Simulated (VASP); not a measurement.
```
CELL_PARAMETERS angstrom
      0.00000     2.51593     2.51593
      2.51593     0.00000     2.51593
      2.51593     2.51593     0.00000
ATOMIC_POSITIONS crystal
  Hf 0.00000 0.00000 0.00000
  O  0.25000 0.25000 0.25000
  O  0.75000 0.75000 0.75000
```

The numbers are results of r2SCAN meta-GGA, VASP's PBE PAW potentials (set 64) (plane waves; VASP), not measurements. Settings: 620 eV cut-off, 8×8×8 Γ-centred mesh, Gaussian smearing of 0.050 eV, potentials Hf_pv O.

Unless said otherwise, spin-orbit coupling is left out, though it shifts the bands of the heavy elements here.

Problem. What does the run give for the energy per atom (σ→0), band gap (on the k-mesh) with the smallest direct gap where there is one?

Solution. 
| Item | Result |
|---|---|
| band gap (on the k-mesh) | 4.36 eV |
| smallest direct gap (on the k-mesh) | 4.36 eV |
| energy per atom (σ→0) | -22.854 eV/atom |

Only differences to runs with the same potentials and settings are physical.

The compound is HfO2 in the fluorite structure, the high-temperature cubic form, which is unstable at 0 K; the monoclinic form is the stable one. It was relaxed first.
